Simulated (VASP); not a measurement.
Data:

```
CELL_PARAMETERS angstrom
      5.93002     0.00000     0.00000
      0.00000     5.93002     0.00000
      0.00000     0.00000     5.93002
ATOMIC_POSITIONS crystal
  Cs 0.00000 0.00000 0.00000
  Pb 0.50000 0.50000 0.50000
  Br 0.50000 0.00000 0.50000
  Br 0.00000 0.50000 0.50000
  Br 0.50000 0.50000 0.00000
```

Calculation: PBE GGA with D3 dispersion (Becke-Johnson damping), VASP's PBE PAW potentials (set 64) (plane waves; VASP). Settings: 520 eV cut-off, 4×4×4 Γ-centred mesh, tetrahedra with Blöchl corrections, potentials Cs_sv Pb_d Br.

The cores are frozen, which limits the accuracy of field gradients.

**Question.** Give the principal components of the electric field gradient (V/Å²) and the asymmetry η at each nucleus.

**Answer.** 
```json
[
 {"atom": "Cs1", "Vxx": "0.0", "Vyy": "0.0", "Vzz": "0.0", "η": "-"},
 {"atom": "Pb2", "Vxx": "0.0", "Vyy": "0.0", "Vzz": "0.0", "η": "-"},
 {"atom": "Br3", "Vxx": "-95.3", "Vyy": "-95.3", "Vzz": "190.6", "η": "0.00"},
 {"atom": "Br4", "Vxx": "-95.3", "Vyy": "-95.3", "Vzz": "190.6", "η": "0.00"},
 {"atom": "Br5", "Vxx": "-95.3", "Vyy": "-95.3", "Vzz": "190.6", "η": "0.00"}
]
```

The compound is CsPbBr3 in the cubic perovskite structure, the ideal cubic form; the compound distorts at low or room temperature. It was relaxed first.
